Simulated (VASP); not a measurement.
Given:

```xyz
3
Lattice="0.0000 2.9666 2.9666 2.9666 0.0000 2.9666 2.9666 2.9666 0.0000" Properties=species:S:1:pos:R:3 pbc="T T T"
Al     1.4833     1.4833     1.4833
Al     4.4500     4.4500     4.4500
Au     5.9333     5.9333     5.9333
```

Level of theory: PBEsol GGA, VASP's PBE PAW potentials (set 64) (plane waves; VASP 6.6.1). Settings: 520 eV cut-off, 9×9×9 Γ-centred mesh, first-order Methfessel-Paxton smearing of 0.10 eV, potentials Al Au.

Task: Give the stress tensor in GPa (positive for a compressed cell).

Result: 
```
4.19  0.00  0.00
0.00  4.19  0.00
0.00  0.00  4.19
```
The pressure is its mean diagonal, 4.19 GPa.

The compound is AuAl2 in the fluorite structure. This cell is one point of a volume scan, at 0.97 of the reference volume. The electron count is odd and the run is not spin-polarised, which forces a metal.
